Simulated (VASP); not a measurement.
An input for Quantum ESPRESSO's pw.x (written as the equivalent of a VASP run, and not itself run):

```
&CONTROL
  calculation = 'scf'
  pseudo_dir = './pseudo'
  outdir = './out'
  tprnfor = .true.
  tstress = .true.
/
&SYSTEM
  ibrav = 0
  nat = 2
  ntyp = 2
  ecutwfc = 82.3
  occupations = 'tetrahedra'
  input_dft = 'pbesol'
/
&ELECTRONS
  conv_thr = 7.3e-09
  electron_maxstep = 100
/
ATOMIC_SPECIES
  Pd 106.420 Pd.upf
  Te 127.600 Te.upf
CELL_PARAMETERS angstrom
     0.0000000    2.9708780    2.9708780
     2.9708780    0.0000000    2.9708780
     2.9708780    2.9708780    0.0000000
ATOMIC_POSITIONS crystal
  Pd   0.0000000  0.0000000  0.0000000
  Te   0.2500000  0.2500000  0.2500000
K_POINTS automatic
  12 12 12 0 0 0
```

**Question.** Write the VASP files for the same calculation (PBEsol).

**Answer.** This is not unique; one that fits is 
File POSCAR:
```
PdTe
1.0
  0.0000000000   2.9708779560   2.9708779560
  2.9708779560   0.0000000000   2.9708779560
  2.9708779560   2.9708779560   0.0000000000
Pd Te
1 1
Cart
  0.0000000000   0.0000000000   0.0000000000
  1.4854389780   1.4854389780   1.4854389780
```

KPOINTS:
```
Regular mesh
0
gamma
 12 12 12
```

**INCAR**
```
SYSTEM = PdTe
PREC = Accurate
ENCUT = 400
EDIFF = 1E-7
NELM = 100
ALGO = Normal
LREAL = .FALSE.
LASPH = .TRUE.
ISMEAR = -5
GGA = PS
LMAXMIX = 4
LWAVE = .FALSE.
LCHARG = .TRUE.
LORBIT = 11
NEDOS = 601
ISIF = 2
```

POTCAR, in this order: Pd Te (PBE.64 set). Program: vasp_std.

The two are equivalent in intent, not identical: the potentials are each code's own (VASP's PAW set, PseudoDojo norm-conserving files in pw.x), so ENCUT and ecutwfc are chosen apart and not converted; conv_thr bounds pw.x's estimated SCF error, while EDIFF bounds the energy change between steps.

The structure was generated: PdTe was put into the zinc blende type (F-43m), which need not be its known phase. It was relaxed first, which changed the volume by -20 %.
